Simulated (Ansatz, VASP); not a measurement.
# Cross-check of C (Diamond) between VASP and Ansatz, part 2 of 2

Wanted: the spread between two codes on one cell, functional and k mesh. The cell is taken from a series of runs on this material, whose earlier steps may have relaxed, scaled, displaced or heated it; both programs get it as it stands.

VASP 6.6.1 and Ansatz 0.2.0.

So far: Set-up; VASP: zone-centre phonons, LDA.

### 3. Ansatz: zone-centre phonons, LDA

Level of this step: Ansatz beside VASP: Kohn-Sham DFT, plane waves, LDA (Ansatz).

Ansatz runs on its default PAW (the set named soft_2) files.

The same cell, functional (in two slightly different forms) and mesh now go to Ansatz, which takes its cutoff from its data sets.

Input file input.yaml:

```yaml
crystal:
  lattice:
    - [0.0, 1.7746543645, 1.7746543645]
    - [1.7746543645, 0.0, 1.7746543645]
    - [1.7746543645, 1.7746543645, 0.0]
  atoms:
    - { symbol: C, position: [0.0, 0.0, 0.0] }
    - { symbol: C, position: [0.25, 0.25, 0.25] }
kpoints:
  mp_grid: { grid: [12, 12, 12] }
hamiltonian:
  xc: lda
scf:
  occupations: { method: fixed }
  lower_state_search: "off"
output:
  eigenvalues: true
phonons:
  method: dfpt
  dielectric: true
  rigid_motions: translations
  qmesh: [6, 6, 6]
  temperatures: { t_max: 1000, t_step: 50 }
  qpath:
    path:
      - [[0.0, 0.0, 0.0], [0.5, 0.0, 0.5], [0.625, 0.25, 0.625]]
      - [[0.375, 0.375, 0.75], [0.0, 0.0, 0.0], [0.5, 0.5, 0.5], [0.5, 0.25, 0.75], [0.5, 0.0, 0.5]]
    npoints: 10
```

The run is started by

```sh
$ ansatz run input.yaml --threads 8 --pin off --max-ram 16384MiB --backend cpu --events-out ev --progress --plain --runs-dir out
```

Numbers of over 12 decimals in the logs are rounded to 6 here.

The program printed:

```text
Engine: ansatz 0.2.0, aarch64-unknown-linux-gnu
Pseudopotentials: kind: paw
Pseudopotential: C, paw, valence charge 4, recommended cutoff 420 eV (normal), C.paw.azcp
Functional definition: SPW92
  exchange = slater_x
  correlation = pw_c
Crystal: 2 atoms, lattice volume = 11.178 Å³
Basis set: ecut = 420 eV, 229 PW (Γ), exchange–correlation on 40×40×40 points (8 copies of the dense FFT grid, shifted against one another)
Bands: 8, of which v1, the nominal top of the filled ones, is band 4 counted from 1 (3 counted from 0)
Symmetry: 48 space group operations
k-points: 280 of 1728 (irreducible under 4 space group operations, time reversal used)
Non-local potential: C, projectors of the file, l = 0: 2, l = 1: 2, l = 2: 1
PAW form: soft (Blöchl's): semilocal exchange-correlation on the pseudo side does not see the compensation charge
PAW frozen core: C, regenerated for the run's functional, and the local potential with it (the file was generated under x = pbe(κ = 0.804, μ = 0.219515), c = pbe(β = 0.066725))
PAW one-centre angular grid: C, 110 points (default); XC on 64 Gauss nodes
Initial density: superposition of atomic densities (neutral atoms: chi_scale 0, normalization atom), corrected by the library's trained network
Initial wavefunctions: pseudopotential atomic-orbital guess
Functional: x = slater, c = lda
SCF iter   1: F=—  HF=-485.982367 eV  |F-HF|=—  |Δ(HF+E_count)|=         —  Δρ=7.28e-3  dr2=2.11e-3  ethr=1.77e-3  ⟨swp⟩=3.9  Hψ=13311  notcnv=0  defer=455
preconditioner: auto → none  [insulator: Δε(μ)=4.157 eV  Ē_g=19.697 eV  n_scr=0 (ndim 8)  ℏωp=31.4 eV  f_vac=0.000  ε∞_Penn≈3.5]
SCF iter   2: F=—  HF=-485.981804 eV  |F-HF|=—  |Δ(HF+E_count)|=   5.63e-4  Δρ=3.45e-3  dr2=4.60e-4  ethr=2.64e-5  ⟨swp⟩=1.4  Hψ=4585  notcnv=0  defer=466
SCF iter   3: F=—  HF=-485.981676 eV  |F-HF|=—  |Δ(HF+E_count)|=   1.28e-4  Δρ=8.30e-5  dr2=5.94e-7  ethr=5.74e-6  ⟨swp⟩=1.9  Hψ=2701  notcnv=0  defer=555
SCF iter   4: F=—  HF=-485.981678 eV  |F-HF|=—  |Δ(HF+E_count)|=   1.20e-6  Δρ=2.77e-5  dr2=4.11e-8  ethr=7.42e-9  ⟨swp⟩=2.5  Hψ=3263  notcnv=0
SCF iter   5: F=—  HF=-485.981678 eV  |F-HF|=—  |Δ(HF+E_count)|=   3.39e-9  Δρ=5.47e-6  dr2=2.89e-9  ethr=5.14e-10  ⟨swp⟩=2.0  Hψ=3287  notcnv=0
SCF iter   6: F=-485.981678 eV  HF=-485.981678 eV  |F-HF|=1.71e-13  |Δ(HF+E_count)|=   1.29e-9  Δρ=5.30e-7  dr2=5.59e-12  ethr=1.25e-12  ⟨swp⟩=5.7  Hψ=13514  notcnv=0
SCF 1 converged in 6 iterations: F = -485.981678 eV  dr2 = 5.59e-12
  greatest PAW one-centre occupation: 0.638 electrons in one spin orbital (limit 2), on the C atom at site 1 (counted from 0), in its partial waves of l = 0
NSCF: frozen V_eff on 1 k-points
DFPT response loops at Γ: preconditioner auto → none (the input reference at scf.mixing.eps_inf says where Resta's filter doesn't serve); β = 0.50; Broyden in place of MSR1
── the response to a field inside a basis, on 12×12×12 k-points: an SCF that follows is theirs, and a resumed run solves both again ──
Bands: 5, of which v1, the nominal top of the filled ones, is band 4 counted from 1 (3 counted from 0)
k-points: 182 of 1728 (irreducible under 12 space group operations)
Initial density: handed on by an earlier stage of this run
Initial wavefunctions: pseudopotential atomic-orbital guess (no wavefunctions were taken with the density)
Eigensolver: Dense (182 Hₖ)
SCF iter   1: F=—  HF=-485.988074 eV  |F-HF|=—  |Δ(HF+E_count)|=         —  Δρ=1.01e-3  dr2=1.62e-5  ethr=1.00e-1
preconditioner: auto → none  [insulator: Δε(μ)=4.370 eV  Ē_g=16.006 eV  n_scr=0 (ndim 8)  ℏωp=31.4 eV  f_vac=0.000  ε∞_Penn≈4.9]
SCF iter   2: F=—  HF=-485.988077 eV  |F-HF|=—  |Δ(HF+E_count)|=   2.96e-6  Δρ=4.94e-4  dr2=3.52e-6  ethr=2.02e-7
SCF iter   3: F=-485.988078 eV  HF=-485.988078 eV  |F-HF|=7.21e-9  |Δ(HF+E_count)|=   1.57e-6  Δρ=2.61e-5  dr2=9.90e-9  ethr=4.39e-8
SCF 1 converged in 3 iterations: F = -485.988078 eV  dr2 = 9.90e-9
DFPT response loops at Γ: mixed as the last ones told, above
NSCF: frozen V_eff on 72 k-points
NSCF: frozen V_eff on 1872 k-points
DFPT response loops at q = (0, 0, 0.166667) (fractional): mixed as the last ones told, above
NSCF: frozen V_eff on 1872 k-points
DFPT response loops at q = (0, 0, 0.333333) (fractional): mixed as the last ones told, above
NSCF: frozen V_eff on 952 k-points
DFPT response loops at q = (0, 0, -0.5) (fractional): mixed as the last ones told, above
NSCF: frozen V_eff on 1020 k-points
DFPT response loops at q = (0, 0.166667, 0.166667) (fractional): mixed as the last ones told, above
NSCF: frozen V_eff on 3456 k-points
DFPT response loops at q = (0, 0.166667, 0.333333) (fractional): mixed as the last ones told, above
NSCF: frozen V_eff on 3456 k-points
DFPT response loops at q = (0, 0.166667, -0.5) (fractional): mixed as the last ones told, above
NSCF: frozen V_eff on 3456 k-points
DFPT response loops at q = (0, 0.166667, -0.333333) (fractional): mixed as the last ones told, above
NSCF: frozen V_eff on 1872 k-points
DFPT response loops at q = (0, 0.166667, -0.166667) (fractional): mixed as the last ones told, above
NSCF: frozen V_eff on 1020 k-points
DFPT response loops at q = (0, 0.333333, 0.333333) (fractional): mixed as the last ones told, above
NSCF: frozen V_eff on 3456 k-points
[...]
ASR residual per site (eV/Å²): 5.68e-5 5.68e-5
  Γ frequencies (cm⁻¹): 0.00 0.00 0.00 1303.50 1303.50 1303.50
  ε∞ (high-frequency dielectric tensor):
        5.786613     0.000000    -0.000000
        0.000000     5.786613    -0.000000
       -0.000000    -0.000000     5.786613
  ε⁰ (static dielectric tensor: ions relaxed, cell fixed):
        5.786613     0.000000    -0.000000
        0.000000     5.786613    -0.000000
       -0.000000    -0.000000     5.786613
  ε⁰ − ε∞ (ionic part):
        0.000000    -0.000000    -0.000000
       -0.000000     0.000000    -0.000000
       -0.000000    -0.000000     0.000000
  softest optical mode at Γ: 1303.50 cm⁻¹; the repairs (sum rule, projections) moved no ω² at Γ by more than (1.13 cm⁻¹)²
  Born effective charges Z* (e; rows j = field, columns β = displacement):
    site 0:
        -0.00000    0.00000    0.00000
         0.00000   -0.00000   -0.00000
         0.00000    0.00000   -0.00000
    site 1:
         0.00000   -0.00000   -0.00000
        -0.00000    0.00000    0.00000
        -0.00000   -0.00000    0.00000
  Z* charge neutrality: 5.524e-4 e pre-enforcement
  solved inside a basis spanned on kpoints, on 12×12×12 k-points, its susceptibility summed on 18×18×18: ε∞ is read to err by 1.5e-2, Z* by 4.4e-3 e (field_mesh: kpoints solves on kpoints)
  optical modes at Γ without the LO–TO term, one row a degenerate level:
      ω (cm⁻¹)  modes    IR ((D/Å)²/amu)
       1303.50      3             0.0000
  optical modes at Γ + LO–TO along q̂ = [1.0000, 0.0000, 0.0000]:
      ω (cm⁻¹)  modes    IR ((D/Å)²/amu)
       1303.50      3             0.0000
  optical modes at Γ + LO–TO along q̂ = [0.0000, 1.0000, 0.0000]:
      ω (cm⁻¹)  modes    IR ((D/Å)²/amu)
       1303.50      3             0.0000
  optical modes at Γ + LO–TO along q̂ = [0.0000, 0.0000, 1.0000]:
      ω (cm⁻¹)  modes    IR ((D/Å)²/amu)
       1303.50      3             0.0000
--- Phonons (arbitrary-q DFPT): 16 irreducible q on the 6×6×6 mesh ---
  q = [0.0000, 0.0000, 0.0000] (star 1, of the zone-centre solve; hermiticity 1.14e-15, symmetrization 1.14e-15): -0.00 -0.00 -0.00 1303.50 1303.50 1303.50
  q = [0.0000, 0.0000, 0.1667] (star 8, 1 solved perturbation on 936 of 1728 k-point pairs; hermiticity 1.28e-9, symmetrization 2.83e-15): 298.23 298.23 482.11 1274.83 1274.83 1313.65
  q = [0.0000, 0.0000, 0.3333] (star 8, 1 solved perturbation on 936 of 1728 k-point pairs; hermiticity 6.57e-9, symmetrization 3.15e-15): 488.04 488.04 868.70 1227.85 1227.85 1301.44
  q = [0.0000, 0.0000, -0.5000] (star 4, 1 solved perturbation on 476 of 1728 k-point pairs; hermiticity 3.73e-15, symmetrization 1.98e-15): 548.91 548.91 1052.79 1208.81 1208.81 1254.63
  q = [0.0000, 0.1667, 0.1667] (star 6, 2 solved perturbations in 804 linear systems a pass and spin channel, the states on 510 of 1728 k-point pairs; hermiticity 5.90e-9, symmetrization 1.03e-12): 376.08 376.08 523.30 1256.70 1256.70 1319.37
  q = [0.0000, 0.1667, 0.3333] (star 24, 2 solved perturbations in 2664 linear systems a pass and spin channel, the states on 1728 of 1728 k-point pairs; hermiticity 8.25e-9, symmetrization 8.13e-16): 535.71 590.90 787.88 1207.31 1213.58 1302.33
  q = [0.0000, 0.1667, -0.5000] (star 24, 2 solved perturbations in 2664 linear systems a pass and spin channel, the states on 1728 of 1728 k-point pairs; hermiticity 2.54e-9, symmetrization 3.33e-15): 621.40 707.50 1007.14 1170.93 1191.03 1235.55
  q = [0.0000, 0.1667, -0.3333] (star 24, 2 solved perturbations in 2664 linear systems a pass and spin channel, the states on 1728 of 1728 k-point pairs; hermiticity 5.86e-9, symmetrization 2.30e-15): 602.04 686.88 941.01 1174.82 1219.69 1242.74
  q = [0.0000, 0.1667, -0.1667] (star 12, 2 solved perturbations in 1446 linear systems a pass and spin channel, the states on 936 of 1728 k-point pairs; hermiticity 5.33e-9, symmetrization 2.82e-15): 461.51 537.75 678.77 1228.30 1253.47 1294.11
  q = [0.0000, 0.3333, 0.3333] (star 6, 2 solved perturbations in 804 linear systems a pass and spin channel, the states on 510 of 1728 k-point pairs; hermiticity 1.70e-8, symmetrization 1.20e-12): 658.15 658.15 942.64 1149.56 1149.56 1312.20
  q = [0.0000, 0.3333, -0.5000] (star 24, 2 solved perturbations in 2664 linear systems a pass and spin channel, the states on 1728 of 1728 k-point pairs; hermiticity 4.70e-9, symmetrization 9.29e-16): 735.79 843.60 1010.25 1104.67 1136.14 1246.52
  q = [0.0000, 0.3333, -0.3333] (star 12, 2 solved perturbations in 1446 linear systems a pass and spin channel, the states on 936 of 1728 k-point pairs; hermiticity 3.40e-9, symmetrization 1.44e-15): 719.61 970.34 973.03 1071.94 1110.87 1240.72
  q = [0.0000, -0.5000, -0.5000] (star 3, 2 solved perturbations in 443 linear systems a pass and spin channel, the states on 280 of 1728 k-point pairs; hermiticity 1.86e-15, symmetrization 2.67e-15): 785.69 785.69 1072.69 1072.69 1202.87 1202.87
  q = [0.1667, 0.3333, -0.5000] (star 24, 3 solved perturbations on 936 of 1728 k-point pairs; hermiticity 4.53e-9, symmetrization 1.47e-15): 700.28 771.84 902.58 1135.57 1201.66 1242.71
  q = [0.1667, 0.3333, -0.3333] (star 24, 2 solved perturbations in 2604 linear systems a pass and spin channel, the states on 1728 of 1728 k-point pairs; hermiticity 2.29e-9, symmetrization 3.78e-13): 765.11 874.80 1017.85 1065.69 1160.20 1206.81
  q = [0.1667, -0.5000, -0.3333] (star 12, 3 solved perturbations on 510 of 1728 k-point pairs; hermiticity 3.81e-9, symmetrization 6.19e-13): 870.06 870.06 1034.43 1034.43 1170.97 1170.97
  sum rule: each row above includes the acoustic sum rule's correction from the zone centre's row sums; it moved no ω² by more than (1.13 cm⁻¹)²
  mesh force constants: q→R imaginary residual 2.58e-19; ASR residual 5.677e-5 → 0.000e0 eV/Å²; symmetrization residual 2.132e-14 eV/Å²
  interpolated dispersion: 62 rows × 6 modes
  density of states and harmonic sums: on the 30×30×30 q-mesh, interpolated from the force constants of a 6×6×6 supercell (no non-analytic term)
  largest difference from the sums on the solved wave vectors: F 2.08e-3 eV, S 3.27e-6 and C_V 1.19e-6 eV/K
  zero-point energy: 0.362150 eV/cell   skipped modes (ω ≤ 0): 3   left out of the sums: 1.85e-5 of the cell's modes: C_V's classical limit lies that fraction below 3 k_B per atom; for a crystal, a wire or a layer, F and S can be off by more, and a phonons.interpolated_qmesh denser along its periods is the remedy for the sampling
[key lines of the parts left out:]
SCF converged after 6 iterations
Free energy (F): -485.981678 eV
Fermi energy:    13.326883 eV
```

### 4. Side by side

Known differences besides the potentials themselves: the two LDA forms differ slightly; fixed occupations in Ansatz, narrow Gaussian smearing in VASP; VASP's run holds the zone centre alone; VASP's response is taken on the typed mesh, Ansatz refines its own for the field response alone; the cutoff is 420 eV in Ansatz and 600 eV in VASP; VASP's log shows a relativistic correction to its local exchange, Ansatz's none. Total energies have different zeros and are not compared.

Compared:

```
                                    quantity  Ansatz    VASP  difference
                                       ε∞ xx    5.79    5.78     +0.05 %
                                       ε∞ yy    5.79    5.78     +0.05 %
                                       ε∞ zz    5.79    5.78     +0.05 %
Born charge of C1 (mean of the diagonal) (e)    0.00    0.00        0.00
                  optical mode 1 to 3 (cm⁻¹)  1303.5  1306.9     -0.26 %
```

Modes are paired by rising frequency, not by their patterns, so a pair may set unlike modes beside each other; they are those without the splitting of longitudinal modes.

### 5. Results

```yaml
r_m_s_difference_of_the_optical_zone_centre_modes_each_program_s_sorted_by_frequency_zone_centre_phonons_lda: 3.4 cm⁻¹
```

The r.m.s. difference of the optical zone-centre modes, each program's sorted by frequency is 3.4 cm⁻¹ (zone-centre phonons, LDA). Such differences can come from data sets, numerical settings and the points named under the comparisons, not from the functional's error against experiment.

[Lines on the potential files, build, host, timing and source positions are cut from VASP's logs without a mark.]

[Logs are printed without paths, hosts, clocks, repeated set-up lines and the standing remarks that a program may print on its own settings, such as how far it seeks lower states.]

[Hosts, paths, dates, database ids (printed as entryN), source tags and the programs' standing remarks are cut or masked in the printed files.]
